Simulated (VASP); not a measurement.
Given:

```
CELL_PARAMETERS angstrom
      4.19817    -2.26583     0.01633
      4.19817     2.26583     0.01633
      2.96078     0.00000     3.74068
ATOMIC_POSITIONS crystal
  Bi 0.23347 0.23347 0.23347
  Bi 0.76653 0.76653 0.76653
```

These are optB88-vdW, VASP's PBE PAW potentials (set 64) (plane waves; VASP) values and carry that method's errors. Settings: 520 eV cut-off, 10×10×10 Γ-centred mesh, first-order Methfessel-Paxton smearing of 0.10 eV, potentials Bi_d.

Q: The ions and cell shape at fixed volume are relaxed. Predict the relaxed structure.

A: 
```
CELL_PARAMETERS angstrom
      4.15805    -2.27864    -0.00480
      4.15805     2.27864    -0.00480
      2.91366     0.00000     3.74062
ATOMIC_POSITIONS crystal
  Bi 0.23576 0.23576 0.23576
  Bi 0.76424 0.76424 0.76424
```
Space group R-3m (166), at a tolerance of 0.03 Å.

Q: How much energy does the relaxation gain?

A: The energy (σ→0) changes by -3.1 meV/atom, in 6 ionic steps.

```
step  E(σ→0) (eV)  max force (eV/Å)  pressure (GPa)  volume (Å³)
----  -----------  ----------------  --------------  -----------
1         -1.0585             0.213            1.49        70.95
2         -1.0621             0.122            1.27        70.95
3         -1.0641             0.027            0.89        70.95
4         -1.0642             0.011            0.93        70.95
5         -1.0645             0.006            0.91        70.95
6         -1.0647             0.001            0.88        70.95
```

The compound is Bi in the a7 structure. This cell is one point of a volume scan, at 0.97 of the reference volume. Symmetry was kept, so distortions that lower it aren't found.
